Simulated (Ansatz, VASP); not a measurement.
# Moving the dispersion correction in GaB

The cell as given:

```cif
data_structure
_symmetry_space_group_name_H-M 'P4/mmm'
_symmetry_Int_Tables_number 123
_cell_length_a 2.7182
_cell_length_b 2.7182
_cell_length_c 3.2362
_cell_angle_alpha 90.000
_cell_angle_beta 90.000
_cell_angle_gamma 90.000
_cell_volume 23.91
loop_
_atom_site_label
_atom_site_type_symbol
_atom_site_symmetry_multiplicity
_atom_site_Wyckoff_symbol
_atom_site_fract_x
_atom_site_fract_y
_atom_site_fract_z
_atom_site_occupancy
Ga1 Ga 1 d 0.50000 0.50000 0.50000 1
B1 B 1 a 0.00000 0.00000 0.00000 1
```

The cell comes from a database or a generator and needn't be the stable form of this composition.

Kept alike: task relaxation of cell and atoms; functional PBEsol; k mesh 10 × 10 × 8; occupations fermi-dirac, width 0.05 eV; no spin polarisation. Program: Ansatz, Ansatz PAW, cutoff 420 eV. The mesh is that of the run's cell of 2 atoms. No spin-orbit coupling.

| dispersion correction | volume (Å³/atom) | first edge of the run's cell (Å) | third edge of the run's cell (Å) |
| --- | --- | --- | --- |
| D3(BJ) | 11.082 | 2.631 | 3.202 |
| D4 | 11.121 | 2.638 | 3.196 |
| none | 11.456 | 2.670 | 3.215 |

The relaxations keep at least the cell's symmetry (P4/mmm). For a metal such a mesh leaves the last digits unconverged. Relaxations stop with a little pressure left, so the last digits of a volume or edge aren't settled. Ansatz's relaxations hold a Pulay term in the stress (up to 0.1 GPa here). All rows use potentials made for PBE.

Q: What does the dispersion correction change here?

A: The volume runs from 11.082 (D3(BJ)) to 11.456 Å³/atom (none). Against no correction: D3(BJ) -3.3 %; D4 -2.9 %. Dispersion terms mostly attract and so lower the volume; the schemes' coefficients and damping set how far. A twin series (VASP, PBE PAW files B, Ga_d, 600 eV) moves it by +0.3584 between D3(BJ) and none, against +0.3738 Å³/atom here. The first edge of the run's cell runs from 2.631 (D3(BJ)) to 2.670 Å (none). A twin series (VASP, PBE PAW files B, Ga_d, 600 eV) moves it by +0.0373 between D3(BJ) and none, against +0.0386 Å here. The third edge of the run's cell runs from 3.196 (D4) to 3.215 Å (none). A twin series (VASP, PBE PAW files B, Ga_d, 600 eV) moves it by +0.0116 between D3(BJ) and none, against +0.0130 Å here.

Both dispersion corrections compact GaB, and most of the contraction lies in the basal plane: with D3(BJ) the first edge falls from 2.670 to 2.631 Å, while the third only goes from 3.215 to 3.202 Å. The pairwise attraction acts on a dense framework rather than closing a van der Waals gap. The anisotropy may reflect a stronger pull along the shorter in-plane repeat, a softer lattice in that direction, or both. D3(BJ) gives the smaller volume but D4 the slightly shorter third edge, a reversal too small to interpret.

The close match with the twin series suggests that the shift between D3(BJ) and no correction comes from the dispersion term rather than from the potentials or basis. A smaller cell isn't necessarily a better one. PBEsol already describes the equilibrium volumes of many dense solids well, and mobile electrons screen the fluctuating dipoles that pairwise schemes add up, so the corrections possibly overbind here. Without a measured or higher-level reference volume for this phase, the results can't rank the three treatments.
